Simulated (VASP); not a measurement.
OSZICAR of a VASP run on MgS (rock salt):

**OSZICAR**
```
       N       E                     dE             d eps       ncg     rms          rms(c)
DAV:   1     0.145275118025E+02    0.14528E+02   -0.38296E+03   584   0.836E+02
DAV:   2    -0.159393076769E+02   -0.30467E+02   -0.28651E+02   760   0.112E+02
DAV:   3    -0.167671691132E+02   -0.82786E+00   -0.82786E+00   696   0.247E+01
DAV:   4    -0.167702873176E+02   -0.31182E-02   -0.31182E-02   928   0.172E+00
DAV:   5    -0.167702895246E+02   -0.22070E-05   -0.22069E-05   720   0.410E-02    0.500E+00
DAV:   6    -0.151996669816E+02    0.15706E+01   -0.10360E+00   592   0.800E+00    0.520E+00
DAV:   7    -0.150406353585E+02    0.15903E+00   -0.50535E-01   584   0.414E+00    0.199E+00
DAV:   8    -0.151754126870E+02   -0.13478E+00   -0.28890E-01   720   0.470E+00    0.179E+00
DAV:   9    -0.152057079724E+02   -0.30295E-01   -0.42793E-02   608   0.226E+00    0.139E-01
DAV:  10    -0.152421839463E+02   -0.36476E-01   -0.12389E-02   584   0.111E+00    0.952E-02
DAV:  11    -0.152440267376E+02   -0.18428E-02   -0.24805E-04   888   0.204E-01    0.870E-02
DAV:  12    -0.152426978527E+02    0.13289E-02   -0.83532E-04   560   0.332E-01    0.493E-02
DAV:  13    -0.152440491370E+02   -0.13513E-02   -0.87565E-04   600   0.398E-01    0.131E-02
DAV:  14    -0.152440485363E+02    0.60075E-06   -0.55252E-06   872   0.250E-02    0.155E-02
DAV:  15    -0.152440559480E+02   -0.74117E-05   -0.34118E-06   560   0.263E-02    0.225E-02
DAV:  16    -0.152440549620E+02    0.98598E-06   -0.67698E-08   840   0.371E-03    0.212E-02
DAV:  17    -0.152440523241E+02    0.26379E-05   -0.72605E-06   576   0.291E-02    0.621E-02
DAV:  18    -0.152440531836E+02   -0.85952E-06   -0.10016E-06   736   0.109E-02    0.714E-02
DAV:  19    -0.152440526501E+02    0.53348E-06   -0.37328E-07   584   0.848E-03    0.690E-02
DAV:  20    -0.152440571446E+02   -0.44944E-05   -0.10769E-06   560   0.146E-02    0.536E-02
DAV:  21    -0.152440551235E+02    0.20211E-05   -0.61377E-07   560   0.118E-02    0.503E-02
DAV:  22    -0.152440566285E+02   -0.15050E-05   -0.63809E-08   576   0.389E-03    0.422E-02
DAV:  23    -0.152440562294E+02    0.39912E-06   -0.85686E-07   608   0.622E-03    0.148E-02
DAV:  24    -0.152440563252E+02   -0.95805E-07   -0.12486E-07   560   0.446E-03
   1 F= -.15244056E+02 E0= -.15244056E+02  d E =-.131048E-15
```

**Question.** Which electronic solver shows in the log?

**Answer.** It is blocked Davidson (ALGO = Normal, or the opening steps of other solvers). The INCAR had ALGO = Normal.

**Question.** Can the final energy be trusted as converged?

**Answer.** The run converged. It stopped with EDIFF = 1E-7, NELM = 100 (r2SCAN+rVV10, plane waves, VASP's PBE PAW potentials (set 64)).

The compound is MgS in the rock salt structure. This cell is one point of a volume scan, at 0.94 of the reference volume.
